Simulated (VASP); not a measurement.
Output of a VASP run:

**OSZICAR**
```
       N       E                     dE             d eps       ncg     rms          rms(c)
DAV:   1     0.201756335699E+02    0.20176E+02   -0.37352E+03   791   0.773E+02
DAV:   2    -0.884278655828E+00   -0.21060E+02   -0.21051E+02   798   0.138E+02
DAV:   3    -0.130061593845E+01   -0.41634E+00   -0.41634E+00  1015   0.281E+01
DAV:   4    -0.130475350782E+01   -0.41376E-02   -0.41376E-02  1008   0.256E+00
DAV:   5    -0.130480416315E+01   -0.50655E-04   -0.50655E-04  1001   0.242E-01    0.201E-01
DAV:   6    -0.130462962230E+01    0.17454E-03   -0.55688E-04   987   0.379E-01    0.137E-01
DAV:   7    -0.130451474536E+01    0.11488E-03   -0.11636E-03   847   0.453E-01    0.155E-02
DAV:   8    -0.130450563292E+01    0.91124E-05   -0.51667E-05  1043   0.161E-01    0.248E-03
DAV:   9    -0.130450612050E+01   -0.48758E-06   -0.23893E-07   469   0.796E-03
   1 F= -.13045061E+01 E0= -.13044104E+01  d E =-.287240E-03
```

**OUTCAR**
```
------------------------ aborting loop because EDIFF is reached ----------------------------------------
  FORCE on cell =-STRESS in cart. coord.  units (eV):
  Direction    XX          YY          ZZ          XY          YZ          ZX
  --------------------------------------------------------------------------------------
  Total       -0.1825507     -0.1825507     -0.1825507      0.0000000     -0.0000000      0.0000000
  in kB       -7.1300854     -7.1300854     -7.1300854      0.0000000     -0.0000000      0.0000000
  external PRESSURE =      -7.1300854 kB  Pullay stress =       0.0000000 kB
  volume of cell :       41.02
      direct lattice vectors                 reciprocal lattice vectors
    -2.172600000  2.172600000  2.172600000     0.000000000  0.230139004  0.230139004
     2.172600000 -2.172600000  2.172600000     0.230139004  0.000000000  0.230139004
     2.172600000  2.172600000 -2.172600000     0.230139004  0.230139004  0.000000000
 POSITION                                       TOTAL-FORCE (eV/Angst)
 -----------------------------------------------------------------------------------
      0.00000      0.00000      0.00000        -0.000000     -0.000000      0.000000
 -----------------------------------------------------------------------------------
    total drift:                                0.000000      0.000000      0.000000
  FREE ENERGIE OF THE ION-ELECTRON SYSTEM (eV)
  ---------------------------------------------------
  free  energy   TOTEN  =        -1.3045061205 eV

  energy  without entropy=       -1.3042188804  energy(sigma->0) =       -1.30441037
```
(Selected blocks of OUTCAR.)

**POSCAR**
```
Na
1
   -2.1726000000     2.1726000000     2.1726000000
    2.1726000000    -2.1726000000     2.1726000000
    2.1726000000     2.1726000000    -2.1726000000
Na
1
Direct
  0.0000000000   0.0000000000   0.0000000000
```

Q: Reconstruct the remaining input files.

A: This is not unique; one that fits is the input of the run itself, PBE GGA, plane waves, VASP's PBE PAW potentials (set 64).

**INCAR**
```
# general
SYSTEM=Na
PREC  =Accurate
ENCUT =500
LREAL =.FALSE.
LASPH =.TRUE.

# electronic loop
EDIFF =1E-6
NELM  =100
ALGO  =Normal

# smearing
ISMEAR=1
SIGMA =0.1

# functional
GGA   =PE

# ions
ISIF  =2

# output
LWAVE =.FALSE.
LCHARG=.FALSE.
```

KPOINTS:
```
Automatic mesh
0
Gamma
11 11 11
0 0 0
```

POTCAR, in this order: Na_pv (PBE.64 set). Program: vasp_std.

The compound is Na in the bcc structure. The cell was not relaxed at this level. The run is one of a series of settings (ENCUT = 500 against the base run), some of them coarse on purpose.
